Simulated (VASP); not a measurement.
GeSe2 (relaxed from the anatase structure, space group I4_1/amd): computed properties

Calculation: PBEsol GGA, VASP's PBE PAW potentials (set 64) (plane waves; VASP).

```
Quantity                                                                        Result
----------------------------------  --------------------------------------------------
space group                                                             I4_1/amd (141)
cell                                a = b = 5.3208 Å, c = 9.0424 Å, α = β = γ = 90.00°
volume per atom                                                         21.33 Å^3/atom
band gap (over mesh and band path)            none (metal, semimetal or under 0.01 eV)
band gap with spin-orbit coupling                                      none (metallic)
density                                                                     5.98 g/cm³
```

```yaml
crystal:
  lattice:
    - [-2.66042, 2.66042, 4.52121]
    - [2.66042, -2.66042, 4.52121]
    - [2.66042, 2.66042, -4.52121]
  atoms:
    - { symbol: Ge, position: [0.50000, 0.50000, 0.00000] }
    - { symbol: Ge, position: [0.25000, 0.75000, 0.50000] }
    - { symbol: Se, position: [0.21901, 0.21901, 0.00000] }
    - { symbol: Se, position: [0.96901, 0.46901, 0.50000] }
    - { symbol: Se, position: [0.53099, 0.03099, 0.50000] }
    - { symbol: Se, position: [0.78099, 0.78099, 0.00000] }
```

The structure was generated: GeSe2 was put into the anatase type (I4_1/amd), which need not be its known phase. It was relaxed first, which changed the volume by -9 %. Symmetry was kept, so distortions that lower it aren't found.
